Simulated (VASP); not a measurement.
These are PBE GGA, VASP's PBE PAW potentials (set 64) (plane waves; VASP) values and carry that method's errors.

VASP input:

KPOINTS:
```
Automatic mesh
0
Gamma
1 1 1
0 0 0
```

File POSCAR:
```
Na32Cl31
1
   11.3688618036     0.0000000000     0.0000000000
    0.0000000000    11.3688618036    -0.0000000000
   -0.0000000000    -0.0000000000    11.3688618036
Na Cl
32 31
Direct
  0.5000000000   0.0000000000   0.0000000000
  0.7500000000   0.2500000000   0.0000000000
  0.7500000000   0.0000000000   0.2500000000
  0.0000000000   0.0000000000   0.0000000000
  0.2500000000   0.2500000000   0.0000000000
  0.4990040000   0.4985410000   0.0001170000
  0.7500000000   0.7500000000   0.0000000000
  0.2500000000   0.0000000000   0.2500000000
  0.4962400000   0.2458510000   0.2469190000
  0.7504130000   0.5041430000   0.2535220000
  0.5000000000   0.0000000000   0.5000000000
  0.7500000000   0.2500000000   0.5000000000
  0.7500000000   0.0000000000   0.7500000000
  0.0000000000   0.5000000000   0.0000000000
  0.2500000000   0.7500000000   0.0000000000
  0.0000000000   0.2500000000   0.2500000000
  0.2510430000   0.4979200000   0.2515500000
  0.5009380000   0.7516920000   0.2503580000
  0.0000000000   0.0000000000   0.5000000000
  0.2500000000   0.2500000000   0.5000000000
  0.5010760000   0.5041520000   0.5014680000
  0.7500000000   0.7500000000   0.5000000000
  0.2500000000   0.0000000000   0.7500000000
  0.5000000000   0.2500000000   0.7500000000
  0.7500000000   0.5000000000   0.7500000000
  0.0000000000   0.7500000000   0.2500000000
  0.0000000000   0.5000000000   0.5000000000
  0.2500000000   0.7500000000   0.5000000000
  0.0000000000   0.2500000000   0.7500000000
  0.2500000000   0.5000000000   0.7500000000
  0.5000000000   0.7500000000   0.7500000000
  0.0000000000   0.7500000000   0.7500000000
  0.7500000000   0.2500000000   0.2500000000
  0.0000000000   0.5000000000   0.2500000000
  0.0000000000   0.2500000000   0.5000000000
  0.2500000000   0.2500000000   0.2500000000
  0.7500000000   0.7500000000   0.2500000000
  0.0000000000   0.0000000000   0.2500000000
  0.5000000000   0.2500000000   0.5000000000
  0.7500000000   0.5000000000   0.5000000000
  0.0000000000   0.7500000000   0.5000000000
  0.7500000000   0.2500000000   0.7500000000
  0.0000000000   0.5000000000   0.7500000000
  0.0000000000   0.2500000000   0.0000000000
  0.2500000000   0.7500000000   0.2500000000
  0.5000000000   0.0000000000   0.2500000000
  0.2500000000   0.5000000000   0.5000000000
  0.5000000000   0.7500000000   0.5000000000
  0.7500000000   0.0000000000   0.5000000000
  0.2500000000   0.2500000000   0.7500000000
  0.5000000000   0.5000000000   0.7500000000
  0.7500000000   0.7500000000   0.7500000000
  0.0000000000   0.0000000000   0.7500000000
  0.5000000000   0.2500000000   0.0000000000
  0.7500000000   0.5000000000   0.0000000000
  0.0000000000   0.7500000000   0.0000000000
  0.2500000000   0.0000000000   0.5000000000
  0.2500000000   0.7500000000   0.7500000000
  0.5000000000   0.0000000000   0.7500000000
  0.2500000000   0.5000000000   0.0000000000
  0.5000000000   0.7500000000   0.0000000000
  0.7500000000   0.0000000000   0.0000000000
  0.2500000000   0.0000000000   0.0000000000
```

INCAR:
```
! general
SYSTEM = Na32Cl31
PREC   = Normal
ENCUT  = 400
LREAL  = Auto
LASPH  = T
ISYM   = 0
NELECT = 440.0

! electronic loop
EDIFF  = 1E-5
NELM   = 100
NELMIN = 4
ALGO   = Fast

! smearing
ISMEAR = 0
SIGMA  = 0.05

! functional
GGA    = PE

! ions
IBRION = 2
NSW    = 60
ISIF   = 2
EDIFFG = -0.03

! output
LWAVE  = F
LCHARG = F
```

POTCAR, in this order: Na_pv Cl (PBE.64 set). Program: vasp_gam.

What VASP printed:

**OSZICAR**
```
...
RMM:   7    -0.213408172303E+03    0.61173E+00   -0.13196E+01   598   0.422E+00    0.634E+00
RMM:   8    -0.214520364510E+03   -0.11122E+01   -0.63043E+00   632   0.429E+00    0.713E+00
RMM:   9    -0.213342110559E+03    0.11783E+01   -0.16574E+00   620   0.238E+00    0.278E+00
RMM:  10    -0.213352308863E+03   -0.10198E-01   -0.10170E+00   627   0.135E+00    0.392E-01
RMM:  11    -0.213396309123E+03   -0.44000E-01   -0.35313E-01   704   0.876E-01    0.163E+00
RMM:  12    -0.213393388184E+03    0.29209E-02   -0.20978E-02   608   0.257E-01    0.149E+00
RMM:  13    -0.213374745986E+03    0.18642E-01   -0.28141E-02   610   0.227E-01    0.711E-01
RMM:  14    -0.213371336862E+03    0.34091E-02   -0.56430E-02   644   0.262E-01    0.259E-01
RMM:  15    -0.213371088561E+03    0.24830E-03   -0.15710E-03   571   0.873E-02    0.194E-01
RMM:  16    -0.213370838021E+03    0.25054E-03   -0.68412E-04   487   0.424E-02    0.111E-01
RMM:  17    -0.213370801720E+03    0.36301E-04   -0.26521E-04   588   0.273E-02    0.635E-02
RMM:  18    -0.213370779583E+03    0.22137E-04   -0.10344E-04   498   0.148E-02    0.282E-02
RMM:  19    -0.213370788410E+03   -0.88271E-05   -0.10573E-04   479   0.130E-02    0.137E-02
RMM:  20    -0.213370787513E+03    0.89629E-06   -0.67485E-06   307   0.536E-03
   1 F= -.21337079E+03 E0= -.21337079E+03  d E =-.213371E+03
       N       E                     dE             d eps       ncg     rms          rms(c)
DAV:   1    -0.213487541131E+03   -0.11675E+00   -0.31272E+01   608   0.773E+00    0.147E+00
RMM:   2    -0.213553763595E+03   -0.66222E-01   -0.72127E-01   663   0.170E+00    0.274E-01
RMM:   3    -0.213567746659E+03   -0.13983E-01   -0.15950E-01   666   0.815E-01    0.561E-01
RMM:   4    -0.213568798873E+03   -0.10522E-02   -0.26381E-02   731   0.299E-01    0.411E-01
RMM:   5    -0.213567174887E+03    0.16240E-02   -0.22980E-03   536   0.778E-02    0.271E-01
RMM:   6    -0.213566713436E+03    0.46145E-03   -0.14950E-02   648   0.122E-01    0.145E-01
RMM:   7    -0.213566045839E+03    0.66760E-03   -0.15668E-03   492   0.608E-02    0.622E-02
RMM:   8    -0.213566096382E+03   -0.50543E-04   -0.32939E-03   600   0.642E-02    0.777E-02
RMM:   9    -0.213566003340E+03    0.93042E-04   -0.15501E-04   483   0.271E-02    0.689E-02
RMM:  10    -0.213565957565E+03    0.45774E-04   -0.46876E-05   458   0.130E-02    0.555E-02
RMM:  11    -0.213565893406E+03    0.64159E-04   -0.78582E-04   591   0.253E-02    0.255E-02
RMM:  12    -0.213565902786E+03   -0.93796E-05   -0.48308E-05   505   0.116E-02
   2 F= -.21356590E+03 E0= -.21356590E+03  d E =-.195115E+00
       N       E                     dE             d eps       ncg     rms          rms(c)
DAV:   1    -0.213008822840E+03    0.55707E+00   -0.29041E+02   600   0.252E+01    0.474E+00
RMM:   2    -0.213774009522E+03   -0.76519E+00   -0.81645E+00   656   0.557E+00    0.899E-01
RMM:   3    -0.213936682607E+03   -0.16267E+00   -0.17955E+00   678   0.280E+00    0.178E+00
RMM:   4    -0.213941624595E+03   -0.49420E-02   -0.19904E-01   709   0.873E-01    0.137E+00
RMM:   5    -0.213926046236E+03    0.15578E-01   -0.29493E-02   570   0.286E-01    0.848E-01
RMM:   6    -0.213926868426E+03   -0.82219E-03   -0.14656E-01   685   0.385E-01    0.487E-01
RMM:   7    -0.213919797280E+03    0.70711E-02   -0.17796E-02   536   0.191E-01    0.203E-01
RMM:   8    -0.213921214478E+03   -0.14172E-02   -0.39569E-02   680   0.228E-01    0.273E-01
RMM:   9    -0.213919565125E+03    0.16494E-02   -0.22119E-03   507   0.927E-02    0.231E-01
RMM:  10    -0.213919075610E+03    0.48951E-03   -0.83492E-04   609   0.465E-02    0.174E-01
RMM:  11    -0.213918392743E+03    0.68287E-03   -0.58433E-03   668   0.798E-02    0.111E-01
RMM:  12    -0.213918548380E+03   -0.15564E-03   -0.82294E-04   627   0.387E-02    0.101E-01
RMM:  13    -0.213918490028E+03    0.58352E-04   -0.42315E-05   436   0.143E-02    0.647E-02
RMM:  14    -0.213918382832E+03    0.10720E-03   -0.89355E-04   609   0.325E-02    0.176E-02
RMM:  15    -0.213918379456E+03    0.33761E-05   -0.21079E-05   401   0.105E-02
   3 F= -.21391838E+03 E0= -.21391838E+03  d E =-.547592E+00
       N       E                     dE             d eps       ncg     rms          rms(c)
DAV:   1    -0.213778660165E+03    0.13972E+00   -0.68006E+01   592   0.116E+01    0.203E+00
RMM:   2    -0.213930886835E+03   -0.15223E+00   -0.16515E+00   652   0.255E+00    0.472E-01
RMM:   3    -0.213964315079E+03   -0.33428E-01   -0.37519E-01   674   0.126E+00    0.740E-01
RMM:   4    -0.213965032928E+03   -0.71785E-03   -0.40798E-02   703   0.405E-01    0.561E-01
RMM:   5    -0.213960766215E+03    0.42667E-02   -0.91889E-03   554   0.146E-01    0.306E-01
RMM:   6    -0.213960955826E+03   -0.18961E-03   -0.28204E-02   641   0.174E-01    0.216E-01
RMM:   7    -0.213959284582E+03    0.16712E-02   -0.13023E-02   619   0.124E-01    0.472E-02
RMM:   8    -0.213959069801E+03    0.21478E-03   -0.10965E-03   610   0.702E-02    0.957E-02
RMM:   9    -0.213958950222E+03    0.11958E-03   -0.15102E-04   543   0.279E-02    0.752E-02
RMM:  10    -0.213958831531E+03    0.11869E-03   -0.14732E-03   621   0.390E-02    0.191E-02
RMM:  11    -0.213958814626E+03    0.16905E-04   -0.54379E-05   460   0.165E-02    0.292E-02
RMM:  12    -0.213958809739E+03    0.48862E-05   -0.25075E-05   441   0.948E-03
   4 F= -.21395881E+03 E0= -.21395881E+03  d E =-.588022E+00
       N       E                     dE             d eps       ncg     rms          rms(c)
DAV:   1    -0.213958044009E+03    0.77062E-03   -0.37197E-01   592   0.851E-01    0.151E-01
RMM:   2    -0.213958734518E+03   -0.69051E-03   -0.75423E-03   636   0.185E-01    0.186E-02
RMM:   3    -0.213958888975E+03   -0.15446E-03   -0.17063E-03   637   0.888E-02    0.608E-02
RMM:   4    -0.213958907122E+03   -0.18147E-04   -0.32490E-04   501   0.335E-02    0.462E-02
RMM:   5    -0.213958893927E+03    0.13195E-04   -0.13691E-05   326   0.952E-03    0.376E-02
RMM:   6    -0.213958890218E+03    0.37085E-05   -0.37960E-04   605   0.198E-02    0.234E-02
RMM:   7    -0.213958883180E+03    0.70380E-05   -0.10875E-05   327   0.838E-03
   5 F= -.21395888E+03 E0= -.21395888E+03  d E =-.588096E+00
       N       E                     dE             d eps       ncg     rms          rms(c)
DAV:   1    -0.213961307182E+03   -0.24170E-02   -0.28787E+00   624   0.251E+00    0.253E-01
RMM:   2    -0.213965329694E+03   -0.40225E-02   -0.41821E-02   639   0.448E-01    0.465E-02
RMM:   3    -0.213966381508E+03   -0.10518E-02   -0.10657E-02   666   0.224E-01    0.757E-02
RMM:   4    -0.213966527846E+03   -0.14634E-03   -0.18079E-03   669   0.879E-02    0.580E-02
RMM:   5    -0.213966508412E+03    0.19434E-04   -0.77210E-05   407   0.182E-02    0.455E-02
RMM:   6    -0.213966481734E+03    0.26678E-04   -0.22417E-04   503   0.205E-02    0.144E-02
RMM:   7    -0.213966481800E+03   -0.65462E-07   -0.40451E-05   465   0.125E-02
   6 F= -.21396648E+03 E0= -.21396648E+03  d E =-.759862E-02
       N       E                     dE             d eps       ncg     rms          rms(c)
DAV:   1    -0.213926518955E+03    0.39963E-01   -0.25942E+01   616   0.774E+00    0.728E-01
RMM:   2    -0.213965209878E+03   -0.38691E-01   -0.40359E-01   639   0.140E+00    0.182E-01
RMM:   3    -0.213975825341E+03   -0.10615E-01   -0.11109E-01   693   0.752E-01    0.236E-01
RMM:   4    -0.213977190364E+03   -0.13650E-02   -0.16546E-02   672   0.267E-01    0.185E-01
RMM:   5    -0.213977011189E+03    0.17917E-03   -0.98663E-04   600   0.649E-02    0.143E-01
RMM:   6    -0.213976757754E+03    0.25343E-03   -0.20867E-03   522   0.626E-02    0.444E-02
RMM:   7    -0.213976761834E+03   -0.40802E-05   -0.40529E-04   647   0.377E-02    0.447E-02
RMM:   8    -0.213976716507E+03    0.45327E-04   -0.41076E-04   512   0.278E-02    0.205E-02
RMM:   9    -0.213976700821E+03    0.15686E-04   -0.47425E-05   526   0.171E-02    0.196E-02
RMM:  10    -0.213976691800E+03    0.90209E-05   -0.24927E-05   387   0.804E-03
   7 F= -.21397669E+03 E0= -.21397669E+03  d E =-.178086E-01
```

**OUTCAR**
```
------------------------ aborting loop because EDIFF is reached ----------------------------------------
  FORCE on cell =-STRESS in cart. coord.  units (eV):
  Direction    XX          YY          ZZ          XY          YZ          ZX
  --------------------------------------------------------------------------------------
  Total       -5.1612746     -5.1323807     -5.1550317      0.0219941      0.0175751      0.0105843
  in kB       -5.6275140     -5.5960100     -5.6207072      0.0239810      0.0191628      0.0115404
  external PRESSURE =      -5.6147437 kB  Pullay stress =       0.0000000 kB
  volume of cell :     1469.44
      direct lattice vectors                 reciprocal lattice vectors
    11.368861804  0.000000000  0.000000000     0.087959553  0.000000000  0.000000000
     0.000000000 11.368861804  0.000000000     0.000000000  0.087959553  0.000000000
     0.000000000  0.000000000 11.368861804     0.000000000  0.000000000  0.087959553
  FREE ENERGIE OF THE ION-ELECTRON SYSTEM (eV)
  ---------------------------------------------------
  free  energy   TOTEN  =      -213.9766917997 eV

  energy  without entropy=     -213.9766917997  energy(sigma->0) =     -213.97669180

 reached required accuracy - stopping structural energy minimisation
```
(Selected blocks of OUTCAR.)

CONTCAR:
```
Na32Cl31
   1.00000000000000
    11.3688618035999998    0.0000000000000000    0.0000000000000000
     0.0000000000000000   11.3688618035999998    0.0000000000000000
     0.0000000000000000    0.0000000000000000   11.3688618035999998
  Na              Cl
    32    31
Direct
     0.5000184653220066    0.9997448694132938    0.9986605540704113
     0.7508175000495116    0.2494300566240039    0.9994780303359082
     0.7512088066411958    0.0003990228687415    0.2500011483150765
     0.9999819013719297    0.9999787520064576    0.9995793444089495
     0.2490318064530080    0.2492428967405782    0.9990597273556958
     0.4998796687979828    0.4997172686416870    0.9827575567255440
     0.7507056440900172    0.7506804660161017    0.9991632883328235
     0.2486507705855278    0.9996475615173105    0.2500248681042643
     0.4994008966212954    0.2318184281931106    0.2495397532983431
     0.7676311096257522    0.5006419974222815    0.2506373104618917
     0.4999970737782204    0.0003531813702345    0.5012052749394401
     0.7504947160437688    0.2492400383154253    0.5005503656957695
     0.7504269825002211    0.0000656210301214    0.7500437025661837
     0.9999041123312036    0.5000236476009881    0.9991158671636573
     0.2492774435278164    0.7506572877750685    0.9993499313396536
     0.9995254586724941    0.2490191049781321    0.2500153707699386
     0.2327962915462605    0.4996648915740598    0.2503317230191450
     0.5000569886399047    0.7674923325829878    0.2499695684193836
     0.0000183176314905    0.0000625852761022    0.5004221526542162
     0.2494076630872702    0.2492634035981734    0.5009103945018553
     0.5001636274067293    0.5007407898277759    0.5178451773753417
     0.7508807893065648    0.7510692951164116    0.5009565941422611
     0.2495740974247428    0.9999658923100960    0.7500083137665031
     0.5000280061099087    0.2489656969300452    0.7496059806470465
     0.7511025133858064    0.4999765071769802    0.7503712569812899
     0.0003176689023746    0.7510780024947035    0.2499612004409309
     0.0001674311060910    0.4999826626098635    0.5011657678336430
     0.2491432649676923    0.7508458748818895    0.5007120392832346
     0.9999338008946236    0.2495878606426600    0.7499390650772286
     0.2489216163695402    0.5000272368723053    0.7501042147118301
     0.4999693731535164    0.7511598019852130    0.7502734101175372
     0.0000302734061832    0.7504213903799402    0.7500170572373873
     0.7436366969552615    0.2562430601817870    0.2500280215637178
     0.0001129860100665    0.5000562056978693    0.2501178320656806
     0.9999888362579170    0.2510751649476349    0.4989308881536441
     0.2551363363661041    0.2551656799478836    0.2499932676779027
     0.7444797312223604    0.7449167896395895    0.2501044753675828
     0.9999506305720961    0.0000263472867066    0.2499992155351353
     0.4999182108963659    0.2563304624219220    0.4937906978017654
     0.7445314679197350    0.5002468563448506    0.4949447055138210
     0.0000092488527228    0.7489728840434612    0.4989418803245763
     0.7489230275438405    0.2510850592940087    0.7500298567399500
     0.0000202209292447    0.5000089352721274    0.7501286437184850
     0.9999118438889986    0.2510810417051004    0.0010289126614512
     0.2559153759096904    0.7439223499494706    0.2500596624574585
     0.4998924810144960    0.9996721229859865    0.2499303400314759
     0.2559448880918190    0.5000586380512244    0.4946344251153122
     0.5000501560411225    0.7449543793929432    0.4943727724744607
     0.7489619147695110    0.0001882697163713    0.4989731088119176
     0.2510288150377444    0.2510585512148130    0.7500008305928348
     0.4999946664149856    0.5000500624966915    0.7504530105335785
     0.7489576636118287    0.7489697585224747    0.7500578924214093
     0.0000029743127621    0.0000016879625249    0.7500018604291108
     0.4998781875378048    0.2552271701918107    0.0052019316566642
     0.7441815569053004    0.5000775765321944    0.0064237509952188
     0.9999961237602341    0.7489771371610366    0.0010654251231560
     0.2510896324920122    0.0000608983951345    0.4989315348584700
     0.2510868776686886    0.7489402248684447    0.7500216827162830
     0.4999962316573589    0.0000461667777478    0.7499531498748954
     0.2556817579700000    0.4999136509265506    0.0061311497909178
     0.4999914923304115    0.7440094169750328    0.0057316003873789
     0.7489074039302593    0.0000620282796393    0.0010863553695436
     0.2510724833786068    0.9999359980442254    0.0010891091438176
```

The cell is charged, with a uniform compensating background. The supercell is sampled at Γ alone, which is coarse: total energies, pressure and levels can be off, energies of defects by several tenths of an eV.

The cell is a supercell with a defect, built from NaCl (rock salt): vac_Cl, charge +1. The run is not spin-polarised, so no state with unpaired spins was tried.
